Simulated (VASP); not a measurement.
Consider the following.

```
CELL_PARAMETERS angstrom
      5.74171     0.00000     0.00000
      0.00000     3.27062     0.00000
      0.00000     0.00000     6.20331
ATOMIC_POSITIONS crystal
  P  0.31438 0.75000 0.56784
  P  0.68562 0.25000 0.43216
  P  0.18562 0.25000 0.06784
  P  0.81438 0.75000 0.93216
  W  0.98629 0.75000 0.31278
  W  0.01371 0.25000 0.68722
  W  0.51371 0.25000 0.81278
  W  0.48629 0.75000 0.18722
```

The numbers are results of PBEsol GGA, VASP's PBE PAW potentials (set 64) (plane waves; VASP), not measurements. Numerical set-up: 300 eV cut-off, 3×6×3 Γ-centred mesh, Gaussian smearing of 0.14 eV, potentials P W_sv.

### Question
Give the energies of bands 31 to 44 at the high-symmetry points, in eV from the Fermi level.

### Answer

```json
[
 {"band": "31", "Γ": "-3.21", "X": "-2.85", "S": "-4.09", "Y": "-3.42", "Z": "-2.92", "U": "-3.07", "R": "-4.15", "T": "-4.12"},
 {"band": "32", "Γ": "-2.60", "X": "-2.85", "S": "-4.09", "Y": "-3.42", "Z": "-2.92", "U": "-3.07", "R": "-4.15", "T": "-4.12"},
 {"band": "33", "Γ": "-1.86", "X": "-2.76", "S": "-2.58", "Y": "-2.60", "Z": "-2.32", "U": "-2.92", "R": "-2.11", "T": "-2.75"},
 {"band": "34", "Γ": "-1.41", "X": "-2.76", "S": "-2.58", "Y": "-2.60", "Z": "-2.32", "U": "-2.92", "R": "-2.11", "T": "-2.75"},
 {"band": "35", "Γ": "-1.14", "X": "-1.19", "S": "-2.58", "Y": "-2.44", "Z": "-1.68", "U": "-1.42", "R": "-2.11", "T": "-1.88"},
 {"band": "36", "Γ": "-0.94", "X": "-1.19", "S": "-2.58", "Y": "-2.44", "Z": "-1.68", "U": "-1.42", "R": "-2.11", "T": "-1.88"},
 {"band": "37", "Γ": "-0.86", "X": "-0.64", "S": "0.97", "Y": "-0.35", "Z": "-1.45", "U": "-0.93", "R": "0.40", "T": "-0.34"},
 {"band": "38", "Γ": "-0.72", "X": "-0.64", "S": "0.97", "Y": "-0.35", "Z": "-1.45", "U": "-0.93", "R": "0.40", "T": "-0.34"},
 {"band": "39", "Γ": "-0.56", "X": "0.44", "S": "0.97", "Y": "-0.05", "Z": "0.15", "U": "0.41", "R": "0.40", "T": "0.50"},
 {"band": "40", "Γ": "0.48", "X": "0.44", "S": "0.97", "Y": "-0.05", "Z": "0.15", "U": "0.41", "R": "0.40", "T": "0.50"},
 {"band": "41", "Γ": "0.75", "X": "1.35", "S": "2.19", "Y": "1.91", "Z": "0.85", "U": "0.71", "R": "2.13", "T": "2.04"},
 {"band": "42", "Γ": "1.16", "X": "1.35", "S": "2.19", "Y": "1.91", "Z": "0.85", "U": "0.71", "R": "2.13", "T": "2.04"},
 {"band": "43", "Γ": "1.43", "X": "1.75", "S": "2.19", "Y": "2.50", "Z": "2.45", "U": "2.12", "R": "2.13", "T": "2.26"},
 {"band": "44", "Γ": "1.64", "X": "1.75", "S": "2.19", "Y": "2.50", "Z": "2.45", "U": "2.12", "R": "2.13", "T": "2.26"}
]
```

It has no gap at this level: it comes out as a metal or semimetal.

The structure comes from a computed database's PW entry (Pnma); how it stands against other phases isn't given here. The cell was not relaxed at this level. The k-mesh is coarse (spacing up to 0.36 per Å, 2π included), so the numbers may not be converged in it.
